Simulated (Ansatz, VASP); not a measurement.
## Two plane-wave programs on B2I

```
B I
1.0
     1.54481    2.67569    0.00000
    -1.54481    2.67569    0.00000
     0.00000    0.00000    7.32079
B I
2 1
Direct
  0.33333 0.33333 0.50000
  0.66667 0.66667 0.50000
  0.00000 0.00000 0.00000
```

Alike in both runs: functional r2SCAN; k mesh 10 × 10 × 7; no spin polarisation.

Ansatz relaxed the structure, and its values are those at the end. VASP's run is a single point on that final structure, the one shown.

|  | VASP | Ansatz |
| --- | --- | --- |
| version | VASP 6.6.1 | Ansatz 0.2.0 |
| potentials or method | VASP PAW PBE potentials, release 64 (B, I) | PAW plane waves |
| plane-wave cutoff (eV) | 520 | 500 |
| occupations | fermi-dirac, width 0.1 eV | fermi-dirac |
| valence electrons in the cell | 13 | 23 |

Ansatz gave:

| Property | Result |
| --- | --- |
| pressure (GPa) | 0.0 |

Task: Estimate VASP's values.

Result: Pressure (GPa): -0.1.

The two sets of potentials don't hold the same shells in valence. Ansatz warned: «structure_snapped_to_symmetry».

Caveats: the PAW data sets were made with another functional, which shifts forces and pressure a little (VASP); an odd number of electrons without spin polarisation forces a metal; a magnetic or distorted state may lie lower. The runs have no spin-orbit coupling, so splittings on I are missing.
